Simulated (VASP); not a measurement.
Data:

```
CELL_PARAMETERS angstrom
      3.62122     0.00000     0.00000
     -1.81061     3.13607     0.00000
      0.00000     0.00000    11.65131
ATOMIC_POSITIONS crystal
  Y  0.00169 0.99737 0.99920
  Y  0.99830 0.00029 0.49984
  Y  0.32749 0.66190 0.25116
  Y  0.67251 0.34043 0.74980
```

Calculation: PBE GGA, VASP's PBE PAW potentials (set 64) (plane waves; VASP). Settings: 180 eV cut-off, 6×6×6 Γ-centred mesh, first-order Methfessel-Paxton smearing of 0.10 eV, potentials Y_sv.

At this cut-off the stress carries a Pulay error, which pulls relaxed volumes low.  Energy and stress use the plane-wave basis of the starting cell.

Question: The ions, cell shape and volume are relaxed. Give the cell that the relaxation ends in.

Answer: 
```
CELL_PARAMETERS angstrom
      3.55929    -0.00065     0.00000
     -1.78021     3.08480     0.00001
      0.00001     0.00002    11.41913
ATOMIC_POSITIONS crystal
  Y  0.00043 0.99990 0.00003
  Y  0.99958 0.00048 0.49993
  Y  0.33184 0.66499 0.24992
  Y  0.66815 0.33463 0.75012
```
Space group P6_3/mmc (194), at a tolerance of 0.03 Å.

Question: How do energy and volume change from the first to the last step?

Answer: The energy (σ→0) changes by -16.1 meV/atom and the volume by -5.3 %, in 18 ionic steps.

The structure was generated: Y was put into an ordered model structure, which need not be its known phase. In the starting cell atoms are displaced from their ideal sites. This run relaxes it. The k-mesh is coarse (spacing up to 0.34 per Å, 2π included), so the numbers may not be converged in it. The run is one of a series of settings (EDIFFG = -0.01, ENCUT = 180, IBRION = 2, ISIF = 3, NSW = 50, KPOINTS 6×6×6 Γ-centred mesh against the base run), some of them coarse on purpose.
